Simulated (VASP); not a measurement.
Energy against volume of KF (rock salt). Method: PBE0 hybrid, VASP's PBE PAW potentials (set 64) (plane waves; VASP 6.6.1). Settings: 520 eV cut-off, 6×6×6 Γ-centred mesh, Gaussian smearing of 0.050 eV, potentials K_sv F.

| V (Å³/atom) | E (eV/atom) |
|---|---|
| 18.117 | -5.23005 |
| 18.715 | -5.23755 |
| 19.312 | -5.24049 |
| 19.909 | -5.23965 |

Problem. Fit these four points and predict the energy of the run at 20.507 Å³/atom.

Solution. A cubic in V^(−2/3), the third-order Birch-Murnaghan form, passes through the four points with V0 = 19.46 Å³/atom and B0 = 31 GPa, and gives -5.2357 eV/atom there. The run gave -5.2362 eV/atom, -0.5 meV/atom from the fit; all five points give B0 = 29 GPa.

The compound is KF in the rock salt structure. It was relaxed first. The cell's shape comes from a PBE relaxation.
